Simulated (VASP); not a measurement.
# Lattice of Rhodium across functionals and dispersion corrections

Which functional gives the lattice of Rhodium as experiment finds it, and is a dearer one worth its cost? The levels: LDA, PBEsol, PBE, r2SCAN, PBE + D3(BJ), r2SCAN + rVV10, PBE + D4 and SCAN. LASPH is on for some levels and off for others; the table marks which. The start is a cell from a database of measured crystal structures.

Program: VASP 6.6.1. Level of theory: LDA; plane waves and PAW (Rh_pv), in the first sound run; inputs show where later runs differ. Results are calculated unless marked as measured.

**Measured values to reproduce.**

“Strong-coupling superconductivity of SrIr2 and SrRh2: Phonon engineering of metallic Ir and Rh” (2021, arxiv:2108.03692) quotes from earlier work for Rh, fcc (bulk crystal): lattice constant a (experimental lattice constant, quoted) 3.803 Å.

Report form: the programs' logs are mostly left out.

The database entry behind the starting cell differs from later determinations by our own check (an axis about 0.2 % short against later determinations), so it need not match the best structure at ambient conditions.

**1. Starting point**

Before any relaxation, the start is as follows. Symmetry: Fm-3m, No. 225, cubic system. The conventional cell has a = 3.796 Å, b = 3.796 Å, c = 3.796 Å, α = 90.00°, β = 90.00°, γ = 90.00°. Nearest to Rh lie 12 Rh at 2.68 Å.

**2. Relaxation with LDA**

Properties are meant for the cell that this level of theory prefers, so cell and atoms are relaxed first (ISIF = 3) until forces and stress are small; EDIFFG sets the threshold. LDA, the lowest rung, knows the local density alone.

Input file INCAR:

```
SYSTEM = Rh
PREC = Accurate
ENCUT = 520
EDIFF = 1E-06
NELM = 100
ISMEAR = -1
SIGMA = 0.05
LREAL = .FALSE.
ALGO = Normal
GGA = CA
NBANDS = 13
LORBIT = 11
LWAVE = .FALSE.
LCHARG = .FALSE.
KPAR = 2
IBRION = 2
NSW = 60
ISIF = 3
EDIFFG = -0.01
```

Input file POSCAR:

```
Rh
1.0
    0.0000000000      1.8978500000      1.8978500000
    1.8978500000      0.0000000000      1.8978500000
    1.8978500000      1.8978500000      0.0000000000
Rh
1
Direct
    0.0000000000      0.0000000000      0.0000000000
```

Input file KPOINTS:

```
Automatic mesh
0
Gamma
9 9 9
0 0 0
```

PAW data sets: Rh_pv (PBE family, release 64).

Command:

```
> mpirun -np 2 vasp_std
```

Elapsed: 7.8 s, on 2 MPI ranks of AMD EPYC 7R43, shared host; peak memory 0.19 GiB; 15 s of CPU time.

This run has no spin polarisation. Its electron count is odd, so without a moment it is a metal by construction. The k-mesh is coarse for a metal. The PAW data sets were made with PBE, though LDA sets exist; this is a small mismatch. The run keeps the 48 symmetry operations of its start, so it cannot find a distortion of lower symmetry.

Step by step:

| step | energy less that of the first step (eV) | largest force (eV/Å) | pressure (GPa) | volume (Å³) |
| --- | --- | --- | --- | --- |
| 1 | 0.0000 | 0.0000 | -8.88 | 13.67 |
| 2 | 0.0824 | 0.0000 | 31.62 | 12.23 |
| 3 | -0.0117 | 0.0000 | -0.34 | 13.27 |
| 4 | -0.0117 | 0.0000 | -0.06 | 13.26 |

| conventional cell, symmetrised | before | after | change |
| --- | --- | --- | --- |
| a (Å) | 3.796 | 3.757 | -1.0 % |
| b (Å) | 3.796 | 3.757 | -1.0 % |
| c (Å) | 3.796 | 3.757 | -1.0 % |
| volume (Å³/atom) | 13.67 | 13.26 | -3.0 % |

Final coordinates:

```xyz
1
Lattice="0.0000 1.8787 1.8787 1.8787 0.0000 1.8787 1.8787 1.8787 0.0000" Properties=species:S:1:pos:R:3 pbc="T T T"
Rh    0.0000    0.0000    0.0000
```

Numbers from this step:

- electrons: 15
- bands: 13
- irreducible k-points: 35
- symmetry operations: 48
- free energy (TOTEN): -8.718 eV
- energy at zero smearing: -8.714 eV
- Fermi energy: 12.22 eV
- pressure: -0.06432 GPa
- metallic, judged on the points sampled: yes
- SCF cycles over all ionic steps: 31

It ends with forces that vanish by symmetry and a pressure of -0.06 GPa. The volume lies -3.0 % from that of the database's start, part of which can be the thermal and zero-point expansion of its experiment. The conventional cell has a = 3.757 Å.

**3. Relaxation with PBEsol**

This step: PBEsol; plane waves and PAW (Rh_pv) (VASP 6.6.1).

PBEsol restores the gradient expansion of exchange and is tuned for the cells of solids.

Changes to INCAR since step 2:

```diff
@@ -9,3 +9,3 @@
 ALGO = Normal
-GGA = CA
+GGA = PS
 NBANDS = 13
```

POSCAR is that of step 2.

KPOINTS is that of step 2.

Command:

```
> mpirun -np 2 vasp_std
```

The job ended after 7.2 s (2 MPI ranks; peak memory 0.2 GiB; 13 s of CPU time).

The PAW data sets were made with PBE, which is usual practice but a small mismatch for other functionals.

The steps of the relaxation:

| step | energy less that of the first step (eV) | largest force (eV/Å) | pressure (GPa) | volume (Å³) |
| --- | --- | --- | --- | --- |
| 1 | 0.0000 | 0.0000 | -3.56 | 13.67 |
| 2 | 0.0111 | 0.0000 | 10.22 | 13.08 |
| 3 | -0.0019 | 0.0000 | -0.04 | 13.50 |

| conventional cell, symmetrised | before | after | change |
| --- | --- | --- | --- |
| a (Å) | 3.796 | 3.780 | -0.4 % |
| b (Å) | 3.796 | 3.780 | -0.4 % |
| c (Å) | 3.796 | 3.780 | -0.4 % |
| volume (Å³/atom) | 13.67 | 13.50 | -1.2 % |

The relaxed structure:

```
Rh
1.0
     0.00000    1.89005    1.89005
     1.89005    0.00000    1.89005
     1.89005    1.89005    0.00000
Rh
1
Direct
  0.00000 0.00000 0.00000
```

This step gave:

| Property | Result |
| --- | --- |
| free energy (TOTEN) | -8.136 eV |
| energy at zero smearing | -8.132 eV |
| Fermi energy | 12.01 eV |
| pressure | -0.03552 GPa |
| SCF cycles over all ionic steps | 25 |

It ends at 13.50 Å³/atom, -1.2 % from the start, with -0.04 GPa left. The conventional cell has a = 3.780 Å.

**4. Relaxation with PBE**

This step: PBE; plane waves and PAW (Rh_pv) (VASP 6.6.1).

PBE, the usual starting point, adds the gradient of the density.

Changes to INCAR since step 3:

```diff
@@ -9,3 +9,3 @@
 ALGO = Normal
-GGA = PS
+GGA = PE
 NBANDS = 13
```

POSCAR is that of step 3.

KPOINTS is that of step 3.

Command:

```
> mpirun -np 2 vasp_std
```

The job ended after 8 s (2 MPI ranks; peak memory 0.2 GiB; 15 s of CPU time).

Relaxation path:

| step | energy less that of the first step (eV) | largest force (eV/Å) | pressure (GPa) | volume (Å³) |
| --- | --- | --- | --- | --- |
| 1 | 0.0000 | 0.0000 | 7.59 | 13.67 |
| 2 | 0.0351 | 0.0000 | -13.98 | 14.99 |
| 3 | -0.0088 | 0.0000 | -0.09 | 14.06 |

| conventional cell, symmetrised | before | after | change |
| --- | --- | --- | --- |
| a (Å) | 3.796 | 3.832 | +0.9 % |
| b (Å) | 3.796 | 3.832 | +0.9 % |
| c (Å) | 3.796 | 3.832 | +0.9 % |
| volume (Å³/atom) | 13.67 | 14.06 | +2.9 % |

Final coordinates:

```xyz
1
Lattice="0.0000 1.9158 1.9158 1.9158 0.0000 1.9158 1.9158 1.9158 0.0000" Properties=species:S:1:pos:R:3 pbc="T T T"
Rh    0.0000    0.0000    0.0000
```

It ends at 14.06 Å³/atom, +2.9 % from the start, with -0.09 GPa left. The conventional cell has a = 3.832 Å.

**5. Relaxation with r2SCAN**

This step: r2SCAN; plane waves and PAW (Rh_pv) (VASP 6.6.1).

r2SCAN adds the kinetic-energy density, costs more than a GGA and is run with LASPH.

Changes to INCAR since step 4:

```diff
@@ -9,3 +9,4 @@
 ALGO = Normal
-GGA = PE
+METAGGA = R2SCAN
+LASPH = .TRUE.
 NBANDS = 13
```

POSCAR is that of step 4.

KPOINTS is that of step 4.

Command:

```
> mpirun -np 2 vasp_std
```

Wall time 40 s (2 MPI ranks); peak memory 0.2 GiB.

Relaxation path:

| step | energy less that of the first step (eV) | largest force (eV/Å) | pressure (GPa) | volume (Å³) |
| --- | --- | --- | --- | --- |
| 1 | 0.0000 | 0.0000 | 2.32 | 13.67 |
| 2 | 0.0042 | 0.0000 | -5.44 | 14.07 |
| 3 | -0.0008 | 0.0000 | 0.04 | 13.78 |

| conventional cell, symmetrised | before | after | change |
| --- | --- | --- | --- |
| a (Å) | 3.796 | 3.806 | +0.3 % |
| b (Å) | 3.796 | 3.806 | +0.3 % |
| c (Å) | 3.796 | 3.806 | +0.3 % |
| volume (Å³/atom) | 13.67 | 13.78 | +0.8 % |

The relaxed structure:

```xyz
1
Lattice="0.0000 1.9030 1.9030 1.9030 0.0000 1.9030 1.9030 1.9030 0.0000" Properties=species:S:1:pos:R:3 pbc="T T T"
Rh    0.0000    0.0000    0.0000
```

It ends at 13.78 Å³/atom, +0.8 % from the start, with 0.04 GPa left. The conventional cell has a = 3.806 Å.

**6. Relaxation with PBE + D3(BJ)**

This step: PBE with D3(BJ); plane waves and PAW (Rh_pv) (VASP 6.6.1).

A dispersion term adds the long-range attraction that semilocal functionals lack. D3 with Becke-Johnson damping keeps a finite attraction at short range.

Changes to INCAR since step 5:

```diff
@@ -9,4 +9,4 @@
 ALGO = Normal
-METAGGA = R2SCAN
-LASPH = .TRUE.
+GGA = PE
+IVDW = 12
 NBANDS = 13
```

POSCAR is that of step 5.

KPOINTS is that of step 5.

Command:

```
> mpirun -np 2 vasp_std
```

The job ended after 6.4 s (2 MPI ranks; peak memory 0.22 GiB; 12 s of CPU time).

Dispersion corrections of this kind ignore metallic screening and tend to overbind metals.

It ends at 13.65 Å³/atom, -0.1 % from the start, with 0.01 GPa left. The conventional cell has a = 3.794 Å. Against plain PBE, the dispersion term moves a by -1.0 %.

**7. Relaxation with r2SCAN + rVV10**

This step: r2SCAN with rVV10; plane waves and PAW (Rh_pv) (VASP 6.6.1).

LUSE_VDW switches on a nonlocal correlation term for dispersion.

Changes to INCAR since step 6:

```diff
@@ -9,4 +9,8 @@
 ALGO = Normal
-GGA = PE
-IVDW = 12
+METAGGA = R2SCAN
+LUSE_VDW = .TRUE.
+IVDW_NL = 2
+BPARAM = 11.95
+CPARAM = 0.0093
+LASPH = .TRUE.
 NBANDS = 13
```

POSCAR is that of step 6.

KPOINTS is that of step 6.

Command:

```
> mpirun -np 2 vasp_std
```

The job ended after 50 s (2 MPI ranks; peak memory 0.29 GiB).

It ends at 13.66 Å³/atom, under 0.05 % from the start, with 0.00 GPa left. The conventional cell has a = 3.795 Å. Against plain r2SCAN, the dispersion term moves a by -0.3 %.

**8. Relaxation with PBE + D4**

This step: PBE with D4; plane waves and PAW (Rh_pv) (VASP 6.6.1).

D4 lets the coefficients depend on atomic charges too.

Changes to INCAR since step 7:

```diff
@@ -9,8 +9,4 @@
 ALGO = Normal
-METAGGA = R2SCAN
-LUSE_VDW = .TRUE.
-IVDW_NL = 2
-BPARAM = 11.95
-CPARAM = 0.0093
-LASPH = .TRUE.
+GGA = PE
+IVDW = 13
 NBANDS = 13
```

POSCAR is that of step 7.

KPOINTS is that of step 7.

Command:

```
> mpirun -np 2 vasp_std
```

The job ended after 8.8 s (2 MPI ranks; peak memory 0.21 GiB; 16 s of CPU time).

It ends at 13.60 Å³/atom, -0.5 % from the start, with 0.02 GPa left. The conventional cell has a = 3.789 Å. Against plain PBE, the dispersion term moves a by -1.1 %.

**9. Relaxation with SCAN**

This step: SCAN; plane waves and PAW (Rh_pv) (VASP 6.6.1).

SCAN adds the kinetic-energy density; it is numerically more delicate than r2SCAN.

Changes to INCAR since step 8:

```diff
@@ -9,4 +9,4 @@
 ALGO = Normal
-GGA = PE
-IVDW = 13
+METAGGA = SCAN
+LASPH = .TRUE.
 NBANDS = 13
```

POSCAR is that of step 8.

KPOINTS is that of step 8.

Command:

```
> mpirun -np 2 vasp_std
```

The job ended after 64 s (2 MPI ranks; peak memory 0.2 GiB).

It ends at 13.55 Å³/atom, -0.9 % from the start, with 0.02 GPa left. The conventional cell has a = 3.785 Å.

**10. The cells as a table**

This step: relaxed cells at several levels; plane waves and PAW (VASP 6.6.1).

This step runs nothing: it gathers the runs above.

Lengths are those of the conventional cell; cost is the wall time of each run, as given at its step, times its ranks, without the set-up around it; LASPH differs between rows, which moves results and costs too. Results by level, by row:

| level | volume (Å³/atom) | change from the start (%) | a (Å) | cost (core minutes) | LASPH |
| --- | --- | --- | --- | --- | --- |
| LDA | 13.26 | -3 | 3.757 | 0.26 | off |
| PBEsol | 13.5 | -1.2 | 3.78 | 0.24 | off |
| PBE | 14.06 | 2.9 | 3.832 | 0.267 | off |
| r2SCAN | 13.78 | 0.8 | 3.806 | 1.33 | on |
| PBE + D3(BJ) | 13.65 | -0.1 | 3.794 | 0.213 | off |
| r2SCAN + rVV10 | 13.66 | 0 | 3.795 | 1.67 | on |
| PBE + D4 | 13.6 | -0.5 | 3.789 | 0.293 | off |
| SCAN | 13.55 | -0.9 | 3.785 | 2.13 | on |

**11. Outcome**

* volume, LDA: 13.26 Å³/atom
* volume, PBEsol: 13.50 Å³/atom
* volume, PBE: 14.06 Å³/atom
* volume, r2SCAN: 13.78 Å³/atom
* volume, PBE + D3(BJ): 13.65 Å³/atom
* volume, r2SCAN + rVV10: 13.66 Å³/atom
* volume, PBE + D4: 13.60 Å³/atom
* volume, SCAN: 13.55 Å³/atom

In words: For Rhodium the levels give volumes between 13.26 Å³/atom (LDA) and 14.06 Å³/atom (PBE), a spread of 6.0 %, while the cost of the finished runs spans a factor of 10. Within 1 % of experiment on every length: PBEsol, PBE, r2SCAN, PBE + D3(BJ), r2SCAN + rVV10, PBE + D4 and SCAN. The nearest, r2SCAN, took 6.2 times the core time of PBE + D3(BJ) and lowers the largest miss from 0.23 to 0.08 %. Thermal and zero-point expansion, often some tenths of a per cent in length, bear on this order (less where the cell was measured cold): with the measured lengths lowered by an assumed 0.4 % the nearest becomes PBE + D4. The costs hold the number of ionic steps as well as the price of the functional. The closing table has room for seven levels; SCAN stands in the table of levels alone. Adding D3(BJ) to PBE changes the volume by -2.9 % (a by -1.0 %). Adding rVV10 to r2SCAN changes the volume by -0.9 % (a by -0.3 %). Adding D4 to PBE changes the volume by -3.3 % (a by -1.1 %). Pairwise corrections of the D and TS kind ignore the screening in a metal, so they may overbind here. Within 0.02 Å all end in space group Fm-3m; the runs can't lower the symmetry of the start. The k-sampling is coarse for a metal, so the Fermi level, pressures and the shape of the cell carry errors. LASPH is on for some levels and off for others, so differences between them are not the functional's alone. Each is a single relaxation on the plane waves of the start cell, so larger changes of volume carry a basis-set error that was not tested here.

Computed beside measured:

| quantity | measured | LDA | PBEsol | PBE | r2SCAN | PBE + D3(BJ) | r2SCAN + rVV10 | PBE + D4 |
| --- | --- | --- | --- | --- | --- | --- | --- | --- |
| lattice constant a (Å) | 3.803 | 3.757 (-1.2 %) | 3.780 (-0.6 %) | 3.832 (+0.8 %) | 3.806 (+0.1 %) | 3.794 (-0.2 %) | 3.795 (-0.2 %) | 3.789 (-0.4 %) |

Measured values from arxiv:2108.03692 (2021).

How well it matches: For the lattice constant a, of the levels listed nearest comes r2SCAN (+0.1 %, good agreement) and farthest LDA (-1.2 %, fair agreement). The grades are ours: good and fair within 0.7 and 1.5 % for the lattice constant a. For lattice constants the calculation has a static lattice, without zero-point motion or thermal expansion.

[Lines on the potential files, build, host, timing and source positions are cut from VASP's logs without a mark.]

[Logs are printed without paths, hosts, clocks, repeated set-up lines and the standing remarks that a program may print on its own settings, such as how far it seeks lower states.]

[Hosts, paths, dates, database ids (printed as entryN), source tags and the programs' standing remarks are cut or masked in the printed files.]

[A measured line is paired with the nearest computed mode of its activity, which favours agreement.]

[In band tables of VASP the shares of atoms and orbitals are scaled to a sum of 1 inside the atoms' spheres.]
